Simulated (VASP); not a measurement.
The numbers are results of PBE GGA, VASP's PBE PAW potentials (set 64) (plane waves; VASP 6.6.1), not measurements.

The input files of a VASP run:

**KPOINTS**
```
Automatic mesh
0
Gamma
9 9 9
0 0 0
```

**INCAR**
```
LCHARG  =  .FALSE.
LEPSILON  =  .FALSE.
ISIF  =  2   ! forces and stress, cell fixed
LWAVE  =  .FALSE.
EDIFF  =  1E-8   ! SCF stop (eV)
SYSTEM  =  NiSi2
ALGO  =  Normal   ! blocked Davidson
NELM  =  100
NSW  =  1   ! most ionic steps
LMAXMIX  =  4
GGA  =  PE
IBRION  =  8
LASPH  =  .TRUE.
LREAL  =  .FALSE.
ENCUT  =  300   ! plane-wave cut-off (eV)
ISMEAR  =  0   ! Gaussian
PREC  =  Accurate
SIGMA  =  0.136   ! width (eV)
```

POSCAR:
```
NiSi2
1
    0.0000000000     2.6690240000     2.6690240000
    2.6690240000     0.0000000000     2.6690240000
    2.6690240000     2.6690240000     0.0000000000
Si Ni
2 1
Direct
  0.2500000000   0.2500000000   0.2500000000
  0.7500000000   0.7500000000   0.7500000000
  0.0000000000   0.0000000000   0.0000000000
```

POTCAR, in this order: Si Ni (PBE.64 set). Program: vasp_std.

Output of the run:

**OSZICAR**
```
       N       E                     dE             d eps       ncg     rms          rms(c)
DAV:   1     0.509184318965E+02    0.50918E+02   -0.56473E+03   918   0.905E+02
DAV:   2    -0.168607364412E+02   -0.67779E+02   -0.63882E+02   950   0.206E+02
DAV:   3    -0.193216986528E+02   -0.24610E+01   -0.24186E+01  1170   0.433E+01
DAV:   4    -0.193608815264E+02   -0.39183E-01   -0.39156E-01  1081   0.557E+00
DAV:   5    -0.193617581328E+02   -0.87661E-03   -0.87645E-03  1171   0.824E-01    0.167E+01
DAV:   6    -0.235409166750E+02   -0.41792E+01   -0.51715E+01   998   0.171E+02    0.236E+01
DAV:   7    -0.173758387170E+02    0.61651E+01   -0.15528E+01  1103   0.107E+02    0.391E+00
DAV:   8    -0.173556555194E+02    0.20183E-01   -0.20616E+00  1346   0.231E+01    0.291E+00
DAV:   9    -0.172985657218E+02    0.57090E-01   -0.32283E-01  1096   0.121E+01    0.653E-01
DAV:  10    -0.172960767137E+02    0.24890E-02   -0.16873E-02  1176   0.294E+00    0.229E-01
DAV:  11    -0.172961881787E+02   -0.11147E-03   -0.12109E-03  1107   0.363E-01    0.500E-02
DAV:  12    -0.172962238413E+02   -0.35663E-04   -0.99558E-05  1319   0.176E-01    0.266E-02
DAV:  13    -0.172962205864E+02    0.32550E-05   -0.38675E-05  1145   0.138E-01    0.115E-02
DAV:  14    -0.172962207597E+02   -0.17338E-06   -0.26524E-06  1110   0.124E-02    0.480E-03
DAV:  15    -0.172962206011E+02    0.15866E-06   -0.73784E-07  1238   0.204E-02    0.352E-04
DAV:  16    -0.172962206933E+02   -0.92244E-07   -0.70395E-08  1070   0.202E-03    0.254E-04
DAV:  17    -0.172962206917E+02    0.15896E-08   -0.56220E-10   670   0.247E-04
   1 F= -.17296221E+02 E0= -.17290994E+02  d E =-.104530E-01
 Linear response reoptimize wavefunctions
DAV:   1    -0.172962206816E+02    0.10117E-07   -0.38362E-10   735   0.415E-04
DAV:   2    -0.172962206817E+02   -0.49113E-10   -0.12040E-10   600   0.104E-04
 Linear response DOF=           2
 Linear response progress:
  Degree of freedom:   1/  2
       N       E                     dE             d eps       ncg     rms          rms(c)
RMM:   1    -0.197317537301E-01   -0.19732E-01    0.37866E-02  7976   0.137E+00
RMM:   2    -0.176823286564E-01    0.20494E-02   -0.10516E-03  4691   0.565E-01    0.103E-01
RMM:   3    -0.178898863263E-01   -0.20756E-03   -0.38421E-04  5373   0.152E-01    0.552E-02
RMM:   4    -0.180974297535E-01   -0.20754E-03   -0.12491E-04  5157   0.709E-02    0.894E-03
RMM:   5    -0.180764861370E-01    0.20944E-04   -0.82649E-06  5515   0.190E-02    0.560E-03
RMM:   6    -0.180627329136E-01    0.13753E-04   -0.36945E-06  5421   0.745E-03    0.101E-03
RMM:   7    -0.180679493476E-01   -0.52164E-05   -0.13301E-06  4923   0.331E-03    0.922E-04
RMM:   8    -0.180697739255E-01   -0.18246E-05    0.31407E-07  4969   0.177E-03    0.521E-04
RMM:   9    -0.180678492719E-01    0.19247E-05    0.10926E-07  5347   0.641E-04    0.661E-05
RMM:  10    -0.180677720111E-01    0.77261E-07   -0.11798E-08  5677   0.167E-04    0.272E-05
RMM:  11    -0.180677675447E-01    0.44664E-08    0.62377E-09  5609   0.451E-05    0.605E-06
 Linear response progress:
  Degree of freedom:   2/  2
       N       E                     dE             d eps       ncg     rms          rms(c)
RMM:   1    -0.190316205633E+00   -0.19032E+00   -0.11073E-01  3115   0.294E+00
RMM:   2    -0.186268478797E+00    0.40477E-02   -0.22519E-03  2711   0.608E-01    0.205E-01
RMM:   3    -0.186119242973E+00    0.14924E-03   -0.27329E-04  3166   0.129E-01    0.120E-01
RMM:   4    -0.186788689882E+00   -0.66945E-03   -0.35974E-04  3206   0.150E-01    0.796E-03
RMM:   5    -0.186735124352E+00    0.53566E-04   -0.52761E-06  3307   0.236E-02    0.484E-03
RMM:   6    -0.186726231361E+00    0.88930E-05   -0.56515E-07  2820   0.951E-03    0.363E-03
RMM:   7    -0.186713887291E+00    0.12344E-04   -0.26772E-07  3015   0.666E-03    0.599E-04
RMM:   8    -0.186707802998E+00    0.60843E-05   -0.32521E-08  3356   0.136E-03    0.271E-04
RMM:   9    -0.186704555653E+00    0.32473E-05   -0.26411E-09  3186   0.434E-04    0.517E-05
RMM:  10    -0.186704455661E+00    0.99992E-07   -0.37841E-10  3398   0.115E-04    0.227E-05
RMM:  11    -0.186704515118E+00   -0.59457E-07   -0.79606E-10  3324   0.541E-05    0.754E-06
RMM:  12    -0.186704459596E+00    0.55522E-07   -0.12088E-09  3413   0.190E-05    0.175E-06
RMM:  13    -0.186704453195E+00    0.64013E-08    0.24076E-11  3390   0.872E-06    0.657E-07
 Linear response finished
```

OUTCAR:
```
------------------------ aborting loop because EDIFF is reached ----------------------------------------

   1 f  =   10.125330 THz    63.619325 2PiTHz  337.744656 cm-1    41.874982 meV
             X         Y         Z           dx          dy          dz
      1.334512  1.334512  1.334512     0.694029    0.124565    0.052979
      4.003536  4.003536  4.003536    -0.694029   -0.124565   -0.052979
      0.000000  0.000000  0.000000     0.000000    0.000000    0.000000

   2 f  =   10.125330 THz    63.619325 2PiTHz  337.744656 cm-1    41.874982 meV
             X         Y         Z           dx          dy          dz
      1.334512  1.334512  1.334512     0.097390   -0.267295   -0.647355
      4.003536  4.003536  4.003536    -0.097390    0.267295    0.647355
      0.000000  0.000000  0.000000    -0.000000   -0.000000    0.000000

   3 f  =   10.125330 THz    63.619325 2PiTHz  337.744656 cm-1    41.874982 meV
             X         Y         Z           dx          dy          dz
      1.334512  1.334512  1.334512    -0.094012    0.642680   -0.279508
      4.003536  4.003536  4.003536     0.094012   -0.642680    0.279508
      0.000000  0.000000  0.000000    -0.000000   -0.000000    0.000000

   4 f  =    9.974306 THz    62.670410 2PiTHz  332.707023 cm-1    41.250395 meV
             X         Y         Z           dx          dy          dz
      1.334512  1.334512  1.334512    -0.401680   -0.306318   -0.000000
      4.003536  4.003536  4.003536    -0.401680   -0.306318    0.000000
      0.000000  0.000000  0.000000     0.556415    0.424319    0.000000

   5 f  =    9.974306 THz    62.670410 2PiTHz  332.707023 cm-1    41.250395 meV
             X         Y         Z           dx          dy          dz
      1.334512  1.334512  1.334512    -0.306318    0.401680    0.000000
      4.003536  4.003536  4.003536    -0.306318    0.401680   -0.000000
      0.000000  0.000000  0.000000     0.424319   -0.556415    0.000000

   6 f  =    9.974306 THz    62.670410 2PiTHz  332.707023 cm-1    41.250395 meV
             X         Y         Z           dx          dy          dz
      1.334512  1.334512  1.334512    -0.000000    0.000000    0.505151
      4.003536  4.003536  4.003536     0.000000    0.000000    0.505151
      0.000000  0.000000  0.000000     0.000000    0.000000   -0.699746

   7 f/i=    0.006131 THz     0.038521 2PiTHz    0.204502 cm-1     0.025355 meV
             X         Y         Z           dx          dy          dz
      1.334512  1.334512  1.334512    -0.312680   -0.370397    0.099296
      4.003536  4.003536  4.003536    -0.312680   -0.370397    0.099296
      0.000000  0.000000  0.000000    -0.451452   -0.534783    0.143364

   8 f/i=    0.006131 THz     0.038521 2PiTHz    0.204502 cm-1     0.025355 meV
             X         Y         Z           dx          dy          dz
      1.334512  1.334512  1.334512     0.027693   -0.149596   -0.470825
      4.003536  4.003536  4.003536     0.027693   -0.149596   -0.470825
      0.000000  0.000000  0.000000     0.039983   -0.215989   -0.679784

   9 f/i=    0.006131 THz     0.038521 2PiTHz    0.204502 cm-1     0.025355 meV
             X         Y         Z           dx          dy          dz
      1.334512  1.334512  1.334512    -0.382474    0.291975   -0.115266
      4.003536  4.003536  4.003536    -0.382474    0.291975   -0.115266
      0.000000  0.000000  0.000000    -0.552221    0.421558   -0.166422

 ELASTIC MODULI CONTR FROM IONIC RELAXATION (kBar)
 Direction    XX          YY          ZZ          XY          YZ          ZX
 --------------------------------------------------------------------------------
 XX          -0.0000     -0.0000     -0.0000     -0.0000      0.0000     -0.0000
 YY          -0.0000     -0.0000     -0.0000     -0.0000      0.0000     -0.0000
 ZZ          -0.0000     -0.0000     -0.0000      0.0000      0.0000     -0.0000
 XY          -0.0000     -0.0000      0.0000   -571.4922      0.0000     -0.0000
 YZ           0.0000      0.0000      0.0000      0.0000   -571.4922     -0.0000
 ZX          -0.0000     -0.0000     -0.0000     -0.0000     -0.0000   -571.4922
 --------------------------------------------------------------------------------
```
(Selected blocks of OUTCAR.)

At this cut-off the stress carries a Pulay error, which pulls relaxed volumes low.

The structure is a typed NiSi2 crystal. The cell was not relaxed at this level. The run is one of a series of settings (EDIFF = 1E-8, IBRION = 8, LEPSILON = .FALSE., NSW = 1 against the base run), some of them coarse on purpose. The run is not spin-polarised, so no magnetic state was tried.
